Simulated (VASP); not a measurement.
An input for Ansatz (written as the equivalent of a VASP run, and not itself run):

Ansatz 0.2 input:
```yaml
crystal:
  lattice:
    - [0.0000000, 3.2714330, 3.2714330]
    - [3.2714330, 0.0000000, 3.2714330]
    - [3.2714330, 3.2714330, 0.0000000]
  atoms:
    - { symbol: Sn, position: [0.0000000, 0.0000000, 0.0000000] }
    - { symbol: Se, position: [0.2500000, 0.2500000, 0.2500000] }
    - { symbol: Se, position: [0.7500000, 0.7500000, 0.7500000] }
kpoints:
  mp_grid: { grid: [8, 8, 8] }
hamiltonian:
  xc: pbe
  pseudopotentials: { kind: paw }
scf:
  occupations: { method: gaussian, width: 0.272 }
  max_iter: 100
output: { forces: true, stress: true, eigenvalues: true }
```

Task: Write the VASP files for the same calculation (PBE).

Result: This is not unique; one that fits is 
**KPOINTS**
```
Automatic mesh
0
Gamma
8 8 8
0 0 0
```

INCAR:
```
ALGO=Normal
EDIFF=1E-6
ENCUT=300
GGA=PE
ISIF=2
ISMEAR=0
LASPH=.True.
LCHARG=.False.
LMAXMIX=4
LREAL=.False.
LWAVE=.False.
NELM=100
PREC=Accurate
SIGMA=0.272
SYSTEM=SnSe2
```

POSCAR:
```
SnSe2
1
    0.0000000000     3.2714330000     3.2714330000
    3.2714330000     0.0000000000     3.2714330000
    3.2714330000     3.2714330000     0.0000000000
Sn Se
1 2
Direct
  0.0000000000   0.0000000000   0.0000000000
  0.2500000000   0.2500000000   0.2500000000
  0.7500000000   0.7500000000   0.7500000000
```

POTCAR, in this order: Sn_d Se (PBE.64 set). Program: vasp_std.

The two are equivalent in intent, not identical: each code has its own PAW files, so the cut-off isn't converted (ENCUT is set for VASP's; basis.ecutwfc is left out, and Ansatz then takes the one that its files recommend); Ansatz stops its SCF on the density residual and VASP on the energy change (EDIFF).

The structure was generated: SnSe2 was put into an ordered model structure, which need not be its known phase. The cell was not relaxed at this level.
